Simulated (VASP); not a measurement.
A run of VASP 6.6.1 is set up as follows.

The input INCAR:

```
SYSTEM = AlC18
PREC     = Accurate       ! precision mode
ENCUT    = 520            ! plane-wave cutoff, eV
EDIFF    = 1E-6           ! SCF threshold, eV
ISMEAR   = -1             ! smearing method
SIGMA    = 0.02           ! smearing width, eV
LREAL    = Auto         
LASPH    = .True.         ! aspherical terms in the spheres
NELM     = 150            ! most SCF steps
ALGO     = Normal         ! electronic algorithm
ISIF     = 2              ! what is computed and relaxed
LWAVE    = .False.        ! write WAVECAR
LCHARG   = .True.         ! write CHGCAR
ISPIN    = 2              ! spin polarisation
MAGMOM   = 0 0 0 0 0 0 0 0 0 0 0 0 0 0 0 0 0 0 0 ! initial moments
LORBIT   = 11             ! projections on sites
GGA      = PE             ! functional
LELF     = .True.         ! ELF
LVHAR    = .True.       
NBANDS   = 56             ! bands
```

The input KPOINTS:

```
regular mesh
0
Gamma
  2 2 1
  0 0 0
```

POSCAR

```
AlC18
1.0
    7.3980000000      0.0000000000      0.0000000000
   -3.6990000000      6.4068560000      0.0000000000
    0.0000000000      0.0000000000     11.0000000000
C Al
18 1
Direct
   -0.0044864322     -0.0091099285      0.0904440909
    0.2172803152      0.1023338124      0.0908305455
   -0.0046782239      0.3249295754      0.0904927273
    0.2168745371      0.4350121183      0.0907331818
   -0.0051951080      0.6573829660      0.0904303636
    0.2165515810      0.7686130295      0.0902508182
    0.3276030514     -0.0091099285      0.0904452727
    0.5498377964      0.1029013295      0.0896782727
    0.3282170574      0.3242067560      0.0905054545
    0.5503652521      0.4350127426      0.0907328182
    0.3268395887      0.6568324620      0.0900941818
    0.5498952097      0.7675630606      0.0881120000
    0.6620658853     -0.0080958586      0.0863980000
    0.8852904654      0.1029010173      0.0896773636
    0.6618354131      0.3249303559      0.0904931818
    0.8839098964      0.4355924341      0.0901032727
    0.6622201958      0.6568329302      0.0900935455
    0.8842882095      0.7686131856      0.0902497273
    0.6177643968      0.9034176826      0.2865990909
```

Potentials or basis: VASP PAW PBE potentials, release 64 (C, Al).

Command:

```console
$ cat potpaw_PBE.64/C/POTCAR potpaw_PBE.64/Al/POTCAR > POTCAR
$ mpirun -np 1 vasp_std > vasp.out
```

(1) Predict the net moment.

(2) Predict the band gap on the k mesh.

## Answers

(1) 0.00 μB per cell.

(2) none (metal or under the smearing width).

Caveat: the k mesh is coarse (spacing up to 0.49 Å⁻¹), so the values aren't converged.
